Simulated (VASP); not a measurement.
Computed with LDA (Ceperley-Alder, Perdew-Zunger), VASP's LDA PAW potentials (set 64) (plane waves; VASP).

VASP input:

### POSCAR
```
Pd
1
    0.0000000000     1.9450000000     1.9450000000
    1.9450000000     0.0000000000     1.9450000000
    1.9450000000     1.9450000000     0.0000000000
Pd
1
Direct
  0.0000000000   0.0000000000   0.0000000000
```

**INCAR**
```
ALGO = Normal
EDIFF = 1E-6
EDIFFG = -0.01
ENCUT = 400
IBRION = 2
ISIF = 3
ISMEAR = 1
LASPH = .TRUE.
LCHARG = .FALSE.
LMAXMIX = 4
LREAL = .FALSE.
LWAVE = .FALSE.
NELM = 100
NSW = 60
PREC = Accurate
SIGMA = 0.1
SYSTEM = Pd
```

KPOINTS:
```
Automatic mesh
0
Gamma
14 14 14
0 0 0
```

POTCAR, in this order: Pd (LDA.64 set). Program: vasp_std.

What will the output report for the number of irreducible k-points (NKPTS), largest plane-wave count, number of space-group operations, FFT grid (NGX, NGY, NGZ)?

```json
{
  "number of irreducible k-points (NKPTS)": "104",
  "largest_plane_wave_count": "283",
  "number_of_space_group_operations": "48",
  "FFT grid (NGX, NGY, NGZ)": "18 × 18 × 18"
}
```

The compound is Pd in the fcc structure. This run relaxes it. Symmetry was kept, so distortions that lower it aren't found.
